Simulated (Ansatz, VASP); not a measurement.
## CsLi3P2: VASP beside Ansatz

```
CELL_PARAMETERS angstrom
3.57450 2.06374 3.13808
-3.57450 2.06374 3.13808
0.00000 -4.12748 3.13808
ATOMIC_POSITIONS crystal
Cs 0.50000 0.50000 0.50000
Li 0.00000 0.00000 0.50000
Li 0.50000 0.00000 0.00000
Li 0.00000 0.50000 0.00000
P 0.22668 0.22668 0.22668
P 0.77332 0.77332 0.77332
```

Alike in both runs: task relaxation of cell and atoms; functional PBE; k mesh 3 × 3 × 3; occupations gaussian, width 0.1 eV; no spin polarisation.

|  | VASP | Ansatz |
| --- | --- | --- |
| version | VASP 6.6.1 | Ansatz 0.2.0 |
| potentials or method | VASP PAW PBE potentials, release 64 (Cs_sv, Li_sv, P) | scalar-relativistic, plane waves, PAW |
| plane-wave cutoff (eV) | 600 | 420 |
| valence electrons in the cell | 28 | 28 |

|  | VASP | Ansatz | Ansatz less VASP |
| --- | --- | --- | --- |
| gap on the k mesh at the Fermi level, each at its own relaxed structure (eV) | 1.08 | 1.09 | +0.007 |
| relaxed volume (Å³/atom) | 28.63 | 28.55 | -0.080 |
| relaxed cell length with the largest relative difference (Å) | 5.567 | 5.562 | -0.0046 |
| energy change over the relaxation (meV/atom) | -580 | -572 | +8.3 |

Caveats: the cutoff is under 1.25 times the usual one of these potentials, so pressure, stress and relaxed cells hold a basis-set (Pulay) error (VASP); the volume moved by over 15 % at a fixed basis, so the end points are rough (VASP); spin-orbit coupling is left out, which moves the levels of the heavy elements; an odd mesh through Γ misses points on the zone boundary, where band edges often lie.
